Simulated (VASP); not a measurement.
# GW on GaN

How does the gap of GaN change from the starting functional to GW? The cell is of the zinc-blende type. The start is a computed cell from the Materials Project.

Main program and level: VASP 6.6.1; PBE; plane waves and PAW (Ga_d_GW, N_GW), in the first sound run; inputs show where later runs differ.

**1. Starting point**

It takes space group F-43m (No. 216, cubic). The conventional cell has a = 4.507 Å, b = 4.507 Å, c = 4.507 Å, α = 90.00°, β = 90.00°, γ = 90.00°. Nearest to Ga lie 4 N at 1.95 Å. N has 4 Ga at 1.95 Å nearest. Farther neighbours and most contacts between anions are not listed.

Coordinates:

```xyz
2
Lattice="0.0000 2.2535 2.2535 2.2535 0.0000 2.2535 2.2535 2.2535 0.0000" Properties=species:S:1:pos:R:3 pbc="T T T"
Ga    0.0000    0.0000    0.0000
N     1.1268    1.1268    1.1268
```

**2. Ground state**

The orbitals come from a self-consistent PBE run with a tight EDIFF and a narrow smearing. KPOINTS_OPT adds the bands along a path, which shows whether the mesh holds the band edges.

File INCAR:

```
SYSTEM = GaN
PREC = Accurate
ENCUT = 450
EDIFF = 1E-08
NELM = 100
ISMEAR = 0
SIGMA = 0.01
LREAL = .FALSE.
ALGO = Normal
GGA = PE
NBANDS = 15
LORBIT = 11
LWAVE = .TRUE.
LCHARG = .FALSE.
KPAR = 8
```

File POSCAR:

```
GaN
1.0
    0.0000000000      2.2535006075      2.2535006075
    2.2535006075      0.0000000000      2.2535006075
    2.2535006075      2.2535006075      0.0000000000
Ga N
1 1
Direct
    0.0000000000      0.0000000000      0.0000000000
    0.2500000000      0.2500000000      0.2500000000
```

File KPOINTS:

```
Automatic mesh
0
Gamma
4 4 4
0 0 0
```

File KPOINTS_OPT:

```
Line mode
12
Line-mode
Reciprocal
  0.00000000   0.00000000   0.00000000 GAMMA
  0.50000000   0.00000000   0.50000000 X

  0.50000000   0.00000000   0.50000000 X
  0.50000000   0.25000000   0.75000000 W

  0.50000000   0.25000000   0.75000000 W
  0.37500000   0.37500000   0.75000000 K

  0.37500000   0.37500000   0.75000000 K
  0.00000000   0.00000000   0.00000000 GAMMA

  0.00000000   0.00000000   0.00000000 GAMMA
  0.50000000   0.50000000   0.50000000 L

  0.50000000   0.50000000   0.50000000 L
  0.62500000   0.25000000   0.62500000 U

  0.62500000   0.25000000   0.62500000 U
  0.50000000   0.25000000   0.75000000 W

  0.50000000   0.25000000   0.75000000 W
  0.50000000   0.50000000   0.50000000 L

  0.50000000   0.50000000   0.50000000 L
  0.37500000   0.37500000   0.75000000 K

  0.62500000   0.25000000   0.62500000 U
  0.50000000   0.00000000   0.50000000 X
```

PAW data sets: Ga_d_GW and N_GW (PBE family, release 64).

Started as:

```sh
$ mpirun -np 8 vasp_std
```

What it wrote:

```text
[banner, memory and clock lines left out]
running    8 mpi-ranks, on    1 nodes
 distrk:  each k-point on    1 cores,    8 groups
 distr:  one band on    1 cores,    1 groups

 POSCAR found type information on POSCAR GaN
 POSCAR found :  2 types and       2 ions
|                                                                             |
|           W    W    AA    RRRRR   N    N  II  N    N   GGGG   !!!           |
|           W    W   A  A   R    R  NN   N  II  NN   N  G    G  !!!           |
|           W    W  A    A  R    R  N N  N  II  N N  N  G       !!!           |
|           W WW W  AAAAAA  RRRRR   N  N N  II  N  N N  G  GGG   !            |
|           WW  WW  A    A  R   R   N   NN  II  N   NN  G    G                |
|           W    W  A    A  R    R  N    N  II  N    N   GGGG   !!!           |
|                                                                             |
|     For optimal performance we recommend to set                             |
|       NCORE = 2 up to number-of-cores-per-socket                            |
|     NCORE specifies how many cores store one orbital (NPAR=cpu/NCORE).      |
|     This setting can greatly improve the performance of VASP for DFT.       |
|     The default, NCORE=1 might be grossly inefficient on modern             |
|     multi-core architectures or massively parallel machines. Do your        |
|     Unfortunately you need to use the default for GW and RPA                |
|     calculations (for HF NCORE is supported but not extensively tested      |
|     yet).                                                                   |
|                                                                             |

 LDA part: xc-table for (Slater+PW92), standard interpolation
 POSCAR, INCAR and KPOINTS ok, starting setup
 FFT: planning ... GRIDC
 FFT: planning ... GRID_SOFT
 FFT: planning ... GRID
 WAVECAR not read
 entering main loop
       N       E                     dE             d eps       ncg     rms          rms(c)
DAV:   1     0.138297927496E+03    0.13830E+03   -0.10157E+04   248   0.187E+03
DAV:   2    -0.370157349802E+01   -0.14200E+03   -0.13609E+03   275   0.386E+02
DAV:   3    -0.139004815862E+02   -0.10199E+02   -0.10079E+02   289   0.117E+02
DAV:   4    -0.141099181100E+02   -0.20944E+00   -0.20939E+00   325   0.181E+01
DAV:   5    -0.141145286536E+02   -0.46105E-02   -0.46103E-02   291   0.268E+00    0.111E+01
DAV:   6    -0.120724286726E+02    0.20421E+01   -0.53316E+00   360   0.488E+01    0.519E+00
DAV:   7    -0.120726067257E+02   -0.17805E-03   -0.30771E-01   303   0.886E+00    0.321E+00
DAV:   8    -0.120684650242E+02    0.41417E-02   -0.50353E-02   282   0.360E+00    0.377E-01
DAV:   9    -0.120667488285E+02    0.17162E-02   -0.66301E-03   366   0.234E+00    0.727E-02
DAV:  10    -0.120670068419E+02   -0.25801E-03   -0.76761E-04   276   0.513E-01    0.203E-02
DAV:  11    -0.120669957348E+02    0.11107E-04   -0.65497E-05   395   0.183E-01    0.749E-03
DAV:  12    -0.120669974844E+02   -0.17496E-05   -0.73353E-06   261   0.298E-02    0.347E-03
DAV:  13    -0.120669973474E+02    0.13697E-06   -0.58074E-07   341   0.119E-02    0.349E-04
DAV:  14    -0.120669973347E+02    0.12752E-07   -0.32741E-08   268   0.241E-03    0.185E-04
DAV:  15    -0.120669973498E+02   -0.15099E-07   -0.12318E-09   197   0.475E-04    0.272E-05
DAV:  16    -0.120669973522E+02   -0.23747E-08   -0.35273E-10   141   0.262E-04
   1 F= -.12066997E+02 E0= -.12066997E+02  d E =-.120328E-89
 Start KPOINTS_OPT (optional k-point list driver)
k-point batch [1-8\120]
       N       E                     dE             ncg
DAV:   1     0.560366949494E+03   -0.15211E+04      255
DAV:   2    -0.543049938388E+03   -0.11034E+04      268
DAV:   3    -0.633877816835E+03   -0.90828E+02      303
DAV:   4    -0.635513017371E+03   -0.16352E+01      312
DAV:   5    -0.635549297556E+03   -0.36280E-01      317
DAV:   6    -0.635550901485E+03   -0.16039E-02      350
DAV:   7    -0.635550937661E+03   -0.36177E-04      311
DAV:   8    -0.635550938709E+03   -0.10478E-05      365
DAV:   9    -0.635550938715E+03   -0.56297E-08      256
[...]
k-point batch [113-120\120]
       N       E                     dE             ncg
DAV:   1     0.339964603025E+03   -0.57021E+04      271
DAV:   2    -0.660231560002E+03   -0.10002E+04      289
DAV:   3    -0.718674025647E+03   -0.58442E+02      310
DAV:   4    -0.719672032309E+03   -0.99801E+00      303
DAV:   5    -0.719704133177E+03   -0.32101E-01      311
DAV:   6    -0.719705843349E+03   -0.17102E-02      342
DAV:   7    -0.719705897899E+03   -0.54550E-04      356
DAV:   8    -0.719705898058E+03   -0.15883E-06      342
DAV:   9    -0.719705898060E+03   -0.19410E-08      246
 writing wavefunctions
```

Run time: 4.4 s. Hardware: 8 MPI ranks of Intel Xeon Platinum 8259CL at 2.50GHz (Skylake/Cascade Lake), shared host; peak memory 1 GiB; 31 s of CPU time.

Lines that name or quote the potential files are left out of all logs, and their timing lines are given in words.

From OUTCAR (step 2):

```text
ion  position               nearest neighbor table
   1  0.000  0.000  0.000-   2 1.95   2 1.95   2 1.95   2 1.95
   2  0.250  0.250  0.250-   1 1.95   1 1.95   1 1.95   1 1.95

  LATTYP: Found a face centered cubic cell.
 ALAT       =     4.5070012150

 Subroutine GETGRP returns: Found 24 space group operations
 (whereof 24 operations were pure point group operations)

The static configuration has the point symmetry T_d .

 Found      8 irreducible k-points:

   k-points           NKPTS =      8   k-points in BZ     NKDIM =      8   number of bands    NBANDS=     15

   dimension x,y,z NGX =    24 NGY =   24 NGZ =   24
   dimension x,y,z NGXF=    48 NGYF=   48 NGZF=   48

   ENCUT  =  450.0 eV  33.07 Ry    5.75 a.u.   5.51  5.51  5.51*2*pi/ulx,y,z

   NELECT =      18.0000    total number of electrons

 k-points in reciprocal lattice and weights: Automatic mesh
   0.00000000  0.00000000  0.00000000       0.016
   0.25000000  0.00000000  0.00000000       0.125
   0.50000000  0.00000000  0.00000000       0.062
   0.25000000  0.25000000  0.00000000       0.094
   0.50000000  0.25000000  0.00000000       0.375
  -0.25000000  0.25000000  0.00000000       0.188
   0.50000000  0.50000000  0.00000000       0.047
  -0.25000000  0.50000000  0.25000000       0.094

 average (electrostatic) potential at core
       1 -63.7305       2 -61.3268

 E-fermi :   5.2816

 k-point     1 :       0.0000    0.0000    0.0000
  band No.  band energies     occupation
    ...
      5      -8.0792      2.00000
      6      -8.0792      2.00000
      7       5.1406      2.00000
      8       5.1406      2.00000
      9       5.1406      2.00000
     10       6.8453      0.00000
     11      15.3934      0.00000
     12      15.3934      0.00000
     13      15.3934      0.00000
     14      22.7285      0.00000
    ...

 k-point     2 :       0.2500    0.0000    0.0000
  band No.  band energies     occupation
    ...
      5      -8.0743      2.00000
      6      -8.0177      2.00000
      7       1.2679      2.00000
      8       4.6193      2.00000
      9       4.6193      2.00000
     10       9.1848      0.00000
     11      13.8967      0.00000
     12      15.8510      0.00000
     13      15.8510      0.00000
     14      21.1041      0.00000
    ...

 k-point     3 :       0.5000    0.0000    0.0000
  band No.  band energies     occupation
    ...
      5      -8.0321      2.00000
      6      -6.8008      2.00000
      7      -1.9214      2.00000
      8       4.1709      2.00000
      9       4.1709      2.00000
     10       9.7499      0.00000
     11      13.8566      0.00000
     12      15.4497      0.00000
     13      15.4497      0.00000
     14      20.7385      0.00000
    ...

  Total        0.4978786      0.4978786      0.4978786     -0.0000000      0.0000000     -0.0000000
  in kB       34.8522674     34.8522674     34.8522674     -0.0000000      0.0000000     -0.0000000
  external PRESSURE =      34.8522674 kB  Pullay stress =       0.0000000 kB

  energy-cutoff  :      450.00
  volume of cell :       22.89
      direct lattice vectors                 reciprocal lattice vectors
     0.000000000  2.253500607  2.253500607    -0.221877020  0.221877020  0.221877020
     2.253500607  0.000000000  2.253500607     0.221877020 -0.221877020  0.221877020
     2.253500607  2.253500607  0.000000000     0.221877020  0.221877020 -0.221877020

 POSITION                                       TOTAL-FORCE (eV/Angst)
 -----------------------------------------------------------------------------------
      0.00000      0.00000      0.00000        -0.000000     -0.000000     -0.000000
      1.12675      1.12675      1.12675         0.000000      0.000000      0.000000
 -----------------------------------------------------------------------------------
    total drift:                                0.000016      0.000016      0.000016

  FREE ENERGIE OF THE ION-ELECTRON SYSTEM (eV)
  ---------------------------------------------------
  free  energy   TOTEN  =       -12.0669973522 eV

  energy  without entropy=      -12.0669973522  energy(sigma->0) =      -12.06699735

 total charge
# of ion       s       p       d       tot
------------------------------------------
    1        0.776   0.901  10.129  11.806
    2        1.193   2.464   0.000   3.656
--------------------------------------------------
tot          1.969   3.364  10.129  15.462

[... 3 further parts left out ...]
```

Numbers from this step:

| Item | Value |
| --- | --- |
| free energy (TOTEN) | -12.07 eV |
| Fermi energy | 5.282 eV |
| pressure | 3.485 GPa |
| least gap on mesh and path | 1.705 eV |
| least direct gap on mesh and path | 1.705 eV |

The highest empty bands on the path are converged less tightly, to about 0.1 eV. Electronic bands along the path, in eV, zero at the valence-band top; v1 is the highest filled band, c1 the lowest empty one:

```
          point     v3     v2     v1    c1     c2
              Γ   0.00   0.00   0.00  1.70  10.25
0.45 of the way  -3.09  -1.30  -1.30  4.46   7.59
              X  -6.15  -2.71  -2.71  3.31   6.63
0.55 of the way  -5.94  -3.29  -3.26  4.74   7.57
              W  -5.72  -3.71  -3.66  6.20   8.37
0.45 of the way  -5.80  -4.09  -2.88  5.69   8.06
              K  -5.89  -4.27  -2.18  4.96   7.85
0.55 of the way  -3.83  -1.81  -0.43  4.85   8.60
              Γ   0.00   0.00   0.00  1.70  10.25
0.45 of the way  -3.44  -0.45  -0.45  3.88   8.85
              L  -7.06  -0.97  -0.97  4.61   8.72
0.45 of the way  -6.66  -2.51  -1.38  5.90   7.47
              U  -5.89  -4.27  -2.18  4.96   7.85
0.55 of the way  -5.80  -4.09  -2.88  5.69   8.06
              W  -5.72  -3.71  -3.66  6.20   8.37
0.45 of the way  -6.33  -3.24  -1.93  6.74   6.95
              L  -7.06  -0.97  -0.97  4.61   8.72
0.55 of the way  -6.50  -2.97  -1.53  6.02   7.39
              K  -5.89  -4.27  -2.18  4.96   7.85
      jump to U  -5.89  -4.27  -2.18  4.96   7.85
0.45 of the way  -6.04  -3.45  -2.54  3.99   7.16
              X  -6.15  -2.71  -2.71  3.31   6.63
```

The largest weight of each band there:

| point | v3 | v2 | v1 | c1 | c2 |
| --- | --- | --- | --- | --- | --- |
| Γ | N 0.78 | N 0.78 | N 0.78 | N 0.58 | Ga 0.99 |
| X | Ga 0.63 | N 0.65 | N 0.65 | Ga 0.81 | Ga 0.82 |
| W | Ga 0.62 | N 0.60 | N 0.57 | N 0.56 | Ga 0.51 |
| K | Ga 0.62 | N 0.56 | N 0.67 | Ga 0.75 | Ga 0.51 |
| Γ | N 0.78 | N 0.78 | N 0.78 | N 0.58 | Ga 0.99 |
| L | Ga 0.60 | N 0.73 | N 0.73 | Ga 0.69 | N 0.78 |

The electronic bands as a text plot (rows in eV, shown from -7.1 to 6.6 only):

```
    6.3 |        +   ++   + +                     ++++
    5.8 |              +     +              ++   +    +   +++
    5.2 |           +   ++                 +  +++      +     +
    4.6 |    +                +        ++++             ++    +
    4.1 |   + ++   +                  +                        +
    3.5 |  +    +++            +     +                          +
    2.9 | +                     +   +
    2.4 |                          +
    1.8 |+                       ++
    1.2 |
    0.6 |
    0.1 |*                     ******
   -0.5 |***                 *****   ***
   -1.1 | * *              **   *  *    ****           ****
   -1.6 |  * *            *   *     *      ***       ***   **
   -2.2 |   * **        **   * *              **    * *   *  **
   -2.8 |       ****   *             *      *   *  * *     *   **
   -3.4 |           * *     *                *   *  *          *
   -3.9 |    *       ***  **  *               * ****        * *
   -4.5 |     *         **   *        *        *             *
   -5.1 |      *            *          *
   -5.6 |       *   ********                   *****         *
   -6.2 |        ***                    *    **     *       * ***
   -6.8 |                                ****        *******
         Γ       X    W  K        Γ      L     U  W     L   K|U X
```

The cell has a gap of 1.70 eV on mesh and path and a pressure of +3.5 GPa, which holds the strain of the given cell against this functional's own volume, and any error of cutoff and mesh. Spin-orbit coupling is left out, which can shift or reorder these edges.

**3. Empty bands**

The next step needs empty bands that the ground-state run didn't converge, so the Hamiltonian is diagonalised exactly for NBANDS bands, in a single step. LOPTICS writes the k-derivatives of the orbitals (WAVEDER), which give the long-wavelength limit of the screening.

File INCAR:

```
SYSTEM = GaN
PREC = Accurate
ENCUT = 450
ISMEAR = 0
SIGMA = 0.01
LREAL = .FALSE.
GGA = PE
NBANDS = 24
ALGO = Exact
NELM = 1
LWAVE = .TRUE.
LCHARG = .FALSE.
LOPTICS = .TRUE.
NEDOS = 1000
CSHIFT = 0.1
```

POSCAR is that of step 2.

KPOINTS is that of step 2.

Started as:

```sh
$ mpirun -np 8 vasp_std
```

What it wrote:

```text
[banner, memory and clock lines left out]
running    8 mpi-ranks, on    1 nodes
 distrk:  each k-point on    8 cores,    1 groups
 distr:  one band on    1 cores,    8 groups

 POSCAR found type information on POSCAR GaN
 POSCAR found :  2 types and       2 ions
 [... a notice as in an earlier step ...]

 LDA part: xc-table for (Slater+PW92), standard interpolation
 found WAVECAR, reading the header
  number of bands has changed, file:    15 present:    24
  trying to continue reading WAVECAR, but it might fail
 POSCAR, INCAR and KPOINTS ok, starting setup
 FFT: planning ... GRIDC
 FFT: planning ... GRID_SOFT
 FFT: planning ... GRID
 reading WAVECAR
 random initialization beyond band           15
 the WAVECAR file was read successfully
 initial charge from wavefunction
 entering main loop
       N       E                     dE             d eps       ncg     rms          rms(c)
DIA:   1    -0.120669973518E+02   -0.12067E+02    0.00000E+00     0   0.000E+00
   1 F= -.12066997E+02 E0= -.12066997E+02  d E =-.416603E-29
 writing wavefunctions
 optical routines
 imaginary and real dielectric function
 recalculating local potential from charge density
 direction            1
 direction            2
 direction            3
```

Wall time 1.8 s (8 MPI ranks); peak memory 0.89 GiB.

OUTCAR, selected parts (step 3):

```text
The static configuration has the point symmetry T_d .

 Found      8 irreducible k-points:

   k-points           NKPTS =      8   k-points in BZ     NKDIM =      8   number of bands    NBANDS=     24

   NELECT =      18.0000    total number of electrons

 E-fermi :   5.2177

 k-point     1 :       0.0000    0.0000    0.0000
  band No.  band energies     occupation
    ...
      5      -8.0792      2.00000
      6      -8.0792      2.00000
      7       5.1406      2.00000
      8       5.1406      2.00000
      9       5.1406      2.00000
     10       6.8453      0.00000
     11      15.3934      0.00000
     12      15.3934      0.00000
     13      15.3934      0.00000
     14      22.7284      0.00000
    ...

  Total        0.4985415      0.4985415      0.4985415     -0.0000000      0.0000000     -0.0000000
  in kB       34.8986656     34.8986656     34.8986656     -0.0000000      0.0000000     -0.0000000
  external PRESSURE =      34.8986656 kB  Pullay stress =       0.0000000 kB

 POSITION                                       TOTAL-FORCE (eV/Angst)
 -----------------------------------------------------------------------------------
      0.00000      0.00000      0.00000        -0.000000      0.000000     -0.000000
      1.12675      1.12675      1.12675         0.000000     -0.000000      0.000000
 -----------------------------------------------------------------------------------
    total drift:                                0.000016      0.000016      0.000016

  FREE ENERGIE OF THE ION-ELECTRON SYSTEM (eV)
  ---------------------------------------------------
  free  energy   TOTEN  =       -12.0669973518 eV

  energy  without entropy=      -12.0669973518  energy(sigma->0) =      -12.06699735

 plasma frequency squared (from intraband transitions) (eV^2)
  --------------------------------------------------------------------------------------
       0.000       0.000       0.000
       0.000       0.000       0.000
       0.000       0.000       0.000

[... 13 parts as in an earlier step ...]
```

WAVECAR now holds 24 bands for 18 electrons. Its independent-particle dielectric tensor has xx, yy, zz = 10.3, 10.3, 10.3 on this mesh, which isn't tested for convergence; a coarse zone-centred mesh tends to overstate it, local fields are missing, and the same mesh feeds the screening.

(Part 1 of 4 ends here.)

[Lines on the potential files, build, host, timing and source positions are cut from VASP's logs without a mark.]

[Logs are printed without paths, hosts, clocks, repeated set-up lines and the standing remarks that a program may print on its own settings, such as how far it seeks lower states.]

[Hosts, paths, dates, database ids (printed as entryN), source tags and the programs' standing remarks are cut or masked in the printed files.]

[Measured values are set beside computed ones only where the two were judged alike; some that the calculation misses by far are left out.]

[Pressures printed for these runs are not shown converged in the cutoff: they can be off by several GPa and have the wrong sign.]
